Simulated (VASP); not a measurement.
# Nickel with r2SCAN: from relaxation to properties, part 2 of 6

Wanted: the relaxed cell of Nickel and its properties. Left out of this account: 1 further run (core levels: core levels are not valid at this level). The start is a cell from a database of measured crystal structures.

VASP 6.6.1, plane waves and PAW; the level of theory is named at each step.

So far, largest spin moment in the PAW sphere (μB): step 2 (magnetic order: ferromagnetic) 0.778; step 3 (magnetic order: antiferromagnetic, q = (0, 0, 1/2)) 0.568.

### 4. Magnetic order: antiferromagnetic, q = (1/2, 1/2, 0)

Level of this step: r2SCAN, spin-polarised from an antiferromagnetic start; plane waves and PAW (Ni) (VASP).

Next, a pattern with opposite moments, which needs a doubled cell; q is given in the reciprocal vectors of the primitive cell.

Input file INCAR:

```
SYSTEM = Ni
PREC = Accurate
ENCUT = 400
EDIFF = 1E-06
NELM = 100
ISMEAR = 1
SIGMA = 0.2
LREAL = .FALSE.
ALGO = Normal
METAGGA = R2SCAN
LASPH = .TRUE.
NBANDS = 17
ISPIN = 2
MAGMOM = 1 -1
LMAXMIX = 4
LORBIT = 11
LWAVE = .FALSE.
LCHARG = .FALSE.
KPAR = 4
ISIF = 2
```

Input file POSCAR:

```
Ni
1.0
    0.0000000000      3.5238700000      3.5238700000
    1.7619350000      1.7619350000      3.5238700000
    1.7619350000      1.7619350000      0.0000000000
Ni
2
Direct
    0.0000000000      0.0000000000      0.0000000000
    0.5000000000      0.0000000000      0.0000000000
```

Input file KPOINTS:

```
Automatic mesh
0
Gamma
11 11 11
0 0 0
```

PAW data sets: Ni (PBE family, release 64).

On the command line:

```
$ mpirun -np 4 vasp_std
```

The program printed:

```text
[... set-up lines as in an earlier step ...]
 entering main loop
       N       E                     dE             d eps       ncg     rms          rms(c)
DAV:   1     0.642900439117E+02    0.64290E+02   -0.81455E+03  9144   0.142E+03
DAV:   2    -0.255344753949E+02   -0.89825E+02   -0.84702E+02  8653   0.238E+02
DAV:   3    -0.283023353805E+02   -0.27679E+01   -0.27191E+01  9704   0.560E+01
DAV:   4    -0.283412993880E+02   -0.38964E-01   -0.38948E-01 11521   0.538E+00
DAV:   5    -0.283420090391E+02   -0.70965E-03   -0.70960E-03  9979   0.614E-01    0.147E+01
DAV:   6    -0.248204863897E+02    0.35215E+01   -0.16643E+01  8985   0.888E+01    0.111E+01
DAV:   7    -0.236346596334E+02    0.11858E+01   -0.34625E+00  9553   0.362E+01    0.279E+00
DAV:   8    -0.236444911946E+02   -0.98316E-02   -0.55508E-02 11832   0.463E+00    0.114E+00
DAV:   9    -0.236427593233E+02    0.17319E-02   -0.78461E-03 10220   0.104E+00    0.449E-01
DAV:  10    -0.236416636576E+02    0.10957E-02   -0.14790E-03 11230   0.698E-01    0.128E-01
DAV:  11    -0.236417869854E+02   -0.12333E-03   -0.43337E-04 11604   0.466E-01    0.547E-02
DAV:  12    -0.236418201802E+02   -0.33195E-04   -0.73503E-05 12716   0.184E-01    0.290E-02
DAV:  13    -0.236418144837E+02    0.56965E-05   -0.14691E-05 10983   0.585E-02    0.104E-02
DAV:  14    -0.236418151441E+02   -0.66039E-06   -0.18759E-06  8242   0.281E-02
   1 F= -.23641815E+02 E0= -.23638590E+02  d E =-.967597E-02  mag=    -0.0000
```

It took 42 s on 4 MPI ranks of Intel Xeon 6975P-C (Granite Rapids), shared host; peak memory 0.71 GiB; 2.7 min of CPU time.

From OUTCAR (step 4):

```text
  LATTYP: Found a simple tetragonal cell.
 ALAT       =     2.4917523730
 C/A-ratio  =     1.4142135624

 Subroutine GETGRP returns: Found 16 space group operations
 (whereof 16 operations were pure point group operations)

The static configuration has the point symmetry D_4h.

 Found    126 irreducible k-points:

   k-points           NKPTS =    126   k-points in BZ     NKDIM =    126   number of bands    NBANDS=     17

   dimension x,y,z NGX =    36 NGY =   28 NGZ =   16
   dimension x,y,z NGXF=    72 NGYF=   56 NGZF=   32

   ENCUT  =  400.0 eV  29.40 Ry    5.42 a.u.   8.13  7.04  4.06*2*pi/ulx,y,z

   NELECT =      20.0000    total number of electrons

 E-fermi :   8.9089

 spin component 1
 k-point     1 :       0.0000    0.0000    0.0000
  band No.  band energies     occupation
    ...
      5       7.0218      1.00000
      6       7.1140      1.00000
      7       8.0310      1.00000
      8       8.0854      1.00000
      9       8.7599      0.97467
     10       9.0820     -0.00496
     11       9.0821     -0.00501
     12      11.6304     -0.00000
     13      18.7422      0.00000
     14      24.6272      0.00000
    ...

 k-point     2 :       0.0909    0.0000    0.0000
  band No.  band energies     occupation
    ...
      6       7.1723      1.00000
      7       7.9837      1.00000
      8       8.0920      1.00000
      9       8.6073      1.02729
     10       8.6668      1.03543
     11       9.0471      0.04348
     12      12.3297     -0.00000
     13      18.7897      0.00000
     14      22.6263      0.00000
     15      24.9637      0.00000
    ...

 k-point     3 :       0.1818    0.0000    0.0000
  band No.  band energies     occupation
    ...
      6       7.2865      1.00000
      7       7.8178      1.00000
      8       7.8604      1.00000
      9       8.1583      1.00000
     10       8.4245      1.00163
     11       8.9437      0.35548
     12      13.7938      0.00000
     13      18.6401      0.00000
     14      19.7235      0.00000
     15      25.9346      0.00000
    ...

 k-point     4 :       0.2727    0.0000    0.0000
  band No.  band energies     occupation
    ...
      7       7.4045      1.00000
      8       7.7087      1.00000
      9       8.1187      1.00000
     10       8.4172      1.00139
     11       8.7765      0.94596
     12      15.5944      0.00000
     13      16.0020      0.00000
     14      19.6681      0.00000
     15      27.4490      0.00000
     16      27.8032      0.00000
    ...

  Total       -1.3557855     -1.3557855     -1.3966614      0.0000000      0.0000000     -0.0000000
  in kB      -99.2823190    -99.2823190   -102.2756057      0.0000000      0.0000000     -0.0000000
  external PRESSURE =    -100.2800812 kB  Pullay stress =       0.0000000 kB

  energy-cutoff  :      400.00
  volume of cell :       21.88
      direct lattice vectors                 reciprocal lattice vectors
     0.000000000  3.523870000  3.523870000    -0.283778914  0.283778914  0.000000000
     1.761935000  1.761935000  3.523870000     0.283778914 -0.283778914  0.283778914
     1.761935000  1.761935000  0.000000000     0.283778914  0.283778914 -0.283778914

 POSITION                                       TOTAL-FORCE (eV/Angst)
 -----------------------------------------------------------------------------------
      0.00000      0.00000      0.00000        -0.000000     -0.000000      0.000000
      0.00000      1.76194      1.76194         0.000000      0.000000     -0.000000
 -----------------------------------------------------------------------------------
    total drift:                               -0.000000     -0.000000      0.000000

  FREE ENERGIE OF THE ION-ELECTRON SYSTEM (eV)
  ---------------------------------------------------
  free  energy   TOTEN  =       -23.6418151441 eV

  energy  without entropy=      -23.6321391761  energy(sigma->0) =      -23.63858982

 total charge
# of ion       s       p       d       tot
------------------------------------------
    1        0.505   0.502   8.331   9.338
    2        0.505   0.502   8.331   9.338
--------------------------------------------------
tot          1.011   1.004  16.662  18.677

 magnetization (x)
# of ion       s       p       d       tot
------------------------------------------
    1       -0.001   0.003   0.287   0.290
    2        0.001  -0.003  -0.287  -0.290
--------------------------------------------------
tot          0.000   0.000   0.000   0.000

[... 6 further parts left out ...]
```

At this level the cell is under a tension of 10.0 GPa, so at these settings it is away from equilibrium.

This step gave:

- SCF cycles: 14
- irreducible k-points: 126
- symmetry operations: 16
- free energy (TOTEN): -23.64 eV
- energy at zero smearing: -23.64 eV
- Fermi energy: 8.909 eV
- pressure: -10.03 GPa

Spin moment in the PAW sphere by atom:

```
atom  spin moment in the PAW sphere (μB)
 Ni1                               0.290
 Ni2                              -0.290
```

The energy lies +102.3 meV an atom from the first pattern. The run ends antiferromagnetic with a largest moment of 0.29 μB, and the mesh shows no gap.

### 5. The orders side by side

This step: collinear orders at r2SCAN; plane waves and PAW (VASP 6.6.1).

This step runs nothing: it gathers the runs above.

Patterns, by row:

```
                               start  atoms  energy less that of the first (meV/atom)  largest site moment (μB)          end state
                       ferromagnetic      1                                         0                      0.78      ferromagnetic
  antiferromagnetic, q = (0, 0, 1/2)      2                                      78.5                      0.57  antiferromagnetic
antiferromagnetic, q = (1/2, 1/2, 0)      2                                     102.3                      0.29  antiferromagnetic
```

The session goes on in the lowest magnetic state found: ferromagnetic. The next one lies 78.5 meV an atom higher.

### 6. First try

This step: r2SCAN, spin-polarised from a ferromagnetic start (one magnetic atom a cell); plane waves and PAW (Ni) (VASP 6.6.1).

System of this step: Nickel. The structure is cubic, space group Fm-3m (No. 225). Conventional cell: a = 3.524 Å, b = 3.524 Å, c = 3.524 Å, α = 90.00°, β = 90.00°, γ = 90.00°. Ni has 12 Ni at 2.49 Å nearest.

This run is made with a changed input; what comes of it follows.

Input file INCAR:

```
SYSTEM = Ni
PREC = Normal
ENCUT = 250
EDIFF = 1E-06
NELM = 93
ISMEAR = 1
SIGMA = 0.2
LREAL = .FALSE.
ALGO = Normal
METAGGA = R2SCAN
LASPH = .TRUE.
NBANDS = 12
ISPIN = 2
MAGMOM = 0.78
LMAXMIX = 4
LORBIT = 11
LWAVE = .FALSE.
LCHARG = .FALSE.
KPAR = 4
IBRION = 2
NSW = 30
ISIF = 3
EDIFFG = -0.01
```

Input file POSCAR:

```
Ni
1.0
    0.0000000000      1.7619350000      1.7619350000
    1.7619350000      0.0000000000      1.7619350000
    1.7619350000      1.7619350000      0.0000000000
Ni
1
Direct
    0.0000000000      0.0000000000      0.0000000000
```

KPOINTS is that of step 4.

On the command line:

```
$ mpirun -np 4 vasp_std
```

The program printed:

```text
[banner, memory and clock lines left out]
running    4 mpi-ranks, on    1 nodes
 distrk:  each k-point on    1 cores,    4 groups
 distr:  one band on    1 cores,    1 groups

 POSCAR found type information on POSCAR Ni
 POSCAR found :  1 types and       1 ions
 [... a notice as in an earlier step ...]

 LDA part: xc-table for (None), standard interpolation
 POSCAR, INCAR and KPOINTS ok, starting setup
 FFT: planning ... GRIDC
 FFT: planning ... GRID_SOFT
 FFT: planning ... GRID
 WAVECAR not read
 entering main loop
       N       E                     dE             d eps       ncg     rms          rms(c)
DAV:   1     0.948862530041E+01    0.94886E+01   -0.29742E+03  2912   0.585E+02
DAV:   2    -0.138684272184E+02   -0.23357E+02   -0.22003E+02  2936   0.118E+02
DAV:   3    -0.143002926865E+02   -0.43187E+00   -0.42777E+00  3056   0.180E+01
DAV:   4    -0.143021424516E+02   -0.18498E-02   -0.18495E-02  3076   0.106E+00
DAV:   5    -0.143021642859E+02   -0.21834E-04   -0.21834E-04  3144   0.109E-01    0.104E+01
DAV:   6    -0.124188871239E+02    0.18833E+01   -0.20800E+01  3380   0.527E+01    0.703E+00
DAV:   7    -0.118865019492E+02    0.53239E+00   -0.40289E+00  3340   0.187E+01    0.195E+00
DAV:   8    -0.118899257217E+02   -0.34238E-02   -0.29042E-02  2832   0.153E+00    0.105E+00
DAV:   9    -0.118891207075E+02    0.80501E-03   -0.32343E-03  3384   0.467E-01    0.428E-01
DAV:  10    -0.118892508301E+02   -0.13012E-03   -0.66435E-03  3180   0.781E-01    0.726E-02
DAV:  11    -0.118893828395E+02   -0.13201E-03   -0.55219E-04  3028   0.251E-01    0.545E-02
DAV:  12    -0.118894064724E+02   -0.23633E-04   -0.23517E-05  2908   0.444E-02    0.430E-02
DAV:  13    -0.118894665649E+02   -0.60092E-04   -0.25975E-04  3132   0.141E-01    0.196E-02
DAV:  14    -0.118894839311E+02   -0.17366E-04   -0.34027E-05  3372   0.550E-02    0.824E-03
DAV:  15    -0.118894811950E+02    0.27361E-05   -0.44884E-06  2816   0.182E-02    0.274E-03
DAV:  16    -0.118894821858E+02   -0.99085E-06   -0.25155E-07  1516   0.478E-03
   1 F= -.11889482E+02 E0= -.11888096E+02  d E =-.118895E+02  mag=     0.7277
 curvature:   0.00 expect dE= 0.000E+00 dE for cont linesearch  0.000E+00
 trial: gam= 0.00000 g(F)=  0.253E-59 g(S)=  0.286E+00 ort = 0.000E+00 (trialstep = 0.100E+01)
 search vector abs. value=  0.286E+00
 bond charge predicted
       N       E                     dE             d eps       ncg     rms          rms(c)
DAV:   1    -0.184280532263E+02   -0.65386E+01   -0.90024E+01  3300   0.117E+02    0.241E+01
DAV:   2    -0.124438718132E+02    0.59842E+01   -0.46792E+01  3500   0.962E+01    0.754E+00
DAV:   3    -0.118798513959E+02    0.56402E+00   -0.41342E+00  3376   0.244E+01    0.455E+00
DAV:   4    -0.117783571241E+02    0.10149E+00   -0.14026E-01  3384   0.269E+00    0.205E+00
DAV:   5    -0.117348972869E+02    0.43460E-01   -0.60016E-02  3500   0.173E+00    0.706E-01
DAV:   6    -0.117361415034E+02   -0.12442E-02   -0.45577E-03  3180   0.916E-01    0.285E-01
DAV:   7    -0.117363013689E+02   -0.15987E-03   -0.15690E-04  3164   0.112E-01    0.120E-01
DAV:   8    -0.117362711543E+02    0.30215E-04   -0.51870E-05  3400   0.768E-02    0.243E-02
DAV:   9    -0.117362684379E+02    0.27164E-05   -0.41564E-06  3308   0.188E-02    0.871E-03
DAV:  10    -0.117362689351E+02   -0.49721E-06   -0.46453E-07  1888   0.788E-03
   2 F= -.11736269E+02 E0= -.11736299E+02  d E =0.153213E+00  mag=     0.5868
[...]
3 F= -.11940052E+02 E0= -.11939493E+02  d E =-.505695E-01  mag=     0.6119
[...]
4 F= -.11940145E+02 E0= -.11939623E+02  d E =-.506626E-01  mag=     0.6103
[...]
5 F= -.11940121E+02 E0= -.11939616E+02  d E =-.506386E-01  mag=     0.6096
[...]
6 F= -.11940128E+02 E0= -.11939593E+02  d E =-.679590E-05  mag=     0.6108
[...]
7 F= -.11940144E+02 E0= -.11939620E+02  d E =-.228124E-04  mag=     0.6103
 curvature:  -0.16 expect dE=-0.281E-05 dE for cont linesearch -0.281E-05
 ZBRENT: interpolating
 opt :   0.3484  next Energy=   -11.940147 (dE=-0.259E-04)
 bond charge predicted
       N       E                     dE             d eps       ncg     rms          rms(c)
DAV:   1    -0.119401948702E+02   -0.51090E-04   -0.74377E-04  3336   0.350E-01    0.619E-02
DAV:   2    -0.119401497387E+02    0.45132E-04   -0.64647E-04  3548   0.274E-01    0.293E-02
DAV:   3    -0.119401385478E+02    0.11191E-04   -0.85053E-05  3444   0.101E-01    0.107E-02
DAV:   4    -0.119401405796E+02   -0.20318E-05   -0.21676E-06  1744   0.926E-03    0.562E-03
DAV:   5    -0.119401415096E+02   -0.93000E-06   -0.32262E-07  1412   0.527E-03
   8 F= -.11940142E+02 E0= -.11939624E+02  d E =-.207048E-04  mag=     0.6101
 curvature:  -0.17 expect dE=-0.230E-06 dE for cont linesearch -0.230E-06
 trial: gam=-0.12210 g(F)=  0.247E-61 g(S)=  0.132E-05 ort = 0.929E-05 (trialstep = 0.767E+00)
 search vector abs. value=  0.269E-07
 reached required accuracy - stopping structural energy minimisation
```

Wall time 21 s (4 MPI ranks); peak memory 0.37 GiB.

Parts of OUTCAR (step 6):

```text
   ENCUT  =  250.0 eV  18.37 Ry    4.29 a.u.   3.21  3.21  3.21*2*pi/ulx,y,z

   NELECT =      10.0000    total number of electrons

 E-fermi :  10.2615

 spin component 1
 k-point     1 :       0.0000    0.0000    0.0000
  band No.  band energies     occupation
    ...
      2       7.2766      1.00000
      3       7.2766      1.00000
      4       7.2767      1.00000
      5       8.6537      1.00000
      6       8.6537      1.00000
      7      35.4510      0.00000
      8      40.1381      0.00000
      9      40.1388      0.00000
     10      40.1389      0.00000
     11      43.2152      0.00000
    ...

 k-point     2 :       0.0909    0.0000    0.0000
  band No.  band energies     occupation
    ...
      2       7.1894      1.00000
      3       7.3552      1.00000
      4       7.3554      1.00000
      5       8.6260      1.00000
      6       8.6261      1.00000
      7      34.1642      0.00000
      8      37.2893      0.00000
      9      39.4464      0.00000
     10      39.4471      0.00000
     11      44.3124      0.00000
    ...

  Total        0.0030235      0.0030235      0.0030235     -0.0000000     -0.0000000     -0.0000000
  in kB        0.4760337      0.4760337      0.4760337     -0.0000000     -0.0000000     -0.0000000
  external PRESSURE =       0.4760337 kB  Pullay stress =       0.0000000 kB

 POSITION                                       TOTAL-FORCE (eV/Angst)
 -----------------------------------------------------------------------------------
      0.00000      0.00000      0.00000        -0.000000      0.000000      0.000000
 -----------------------------------------------------------------------------------
    total drift:                               -0.000000     -0.000000     -0.000000

  FREE ENERGIE OF THE ION-ELECTRON SYSTEM (eV)
  ---------------------------------------------------
  free  energy   TOTEN  =       -11.9401415096 eV

  energy  without entropy=      -11.9385901007  energy(sigma->0) =      -11.93962437

 reached required accuracy - stopping structural energy minimisation

 magnetization (x)
# of ion       s       p       d       tot
------------------------------------------
    1       -0.013  -0.045   0.684   0.627

[... 5 parts as in an earlier step ...]

[... 16 further parts left out ...]
```

CONTCAR:

```
Ni
   1.00000000000000
     0.0000000000000000    1.7199542547361235    1.7199542547361235
     1.7199542547361235    0.0000000000000000    1.7199542547361235
     1.7199542547361235    1.7199542547361235   -0.0000000000000000
  Ni
     1
Direct
     0.0000000000000000    0.0000000000000000    0.0000000000000000
```

Convergence was reached, but on settings outside the sound range, so the numbers are no properties of the crystal.

The fault in the input: cell relaxed at a low cutoff (ENCUT = 250 and PREC = "Normal"). Relax cells at about 1.3 times the default cutoff with PREC = Accurate.

(Part 2 of 6 ends here.)

[Lines on the potential files, build, host, timing and source positions are cut from VASP's logs without a mark.]

[Logs are printed without paths, hosts, clocks, repeated set-up lines and the standing remarks that a program may print on its own settings, such as how far it seeks lower states.]

[Hosts, paths, dates, database ids (printed as entryN), source tags and the programs' standing remarks are cut or masked in the printed files.]

[A measured line is paired with the nearest computed mode of its activity, which favours agreement.]
